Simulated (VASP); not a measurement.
Given:

```
NaCl
1.0
    0.00000     2.82000     2.82000
    2.82000     0.00000     2.82000
    2.82000     2.82000     0.00000
Na Cl
1 1
Cartesian
  0.00000   0.00000   0.00000
  2.82000   2.82000   2.82000
```

All values below come from PBE GGA, VASP's PBE PAW potentials (set 64) (plane waves; VASP). Numerical set-up: PREC = Single, 400 eV cut-off, 7×7×7 Γ-centred mesh, Gaussian smearing of 0.050 eV, potentials Na_pv Cl.

Q: What does the run give for the energy per atom (σ→0), band gap (on the k-mesh) with the smallest direct gap where there is one?

A: 
The band gap (on the k-mesh) is 5.10 eV. The smallest direct gap (on the k-mesh) is 5.10 eV and the energy per atom (σ→0) comes out as -3.388 eV/atom.

Total energies compare only between runs with the same potentials, cut-off and functional.

The compound is NaCl in the rock salt structure. The cell was not relaxed at this level. The run is one of a series of settings (PREC = Single against the base run), some of them coarse on purpose.
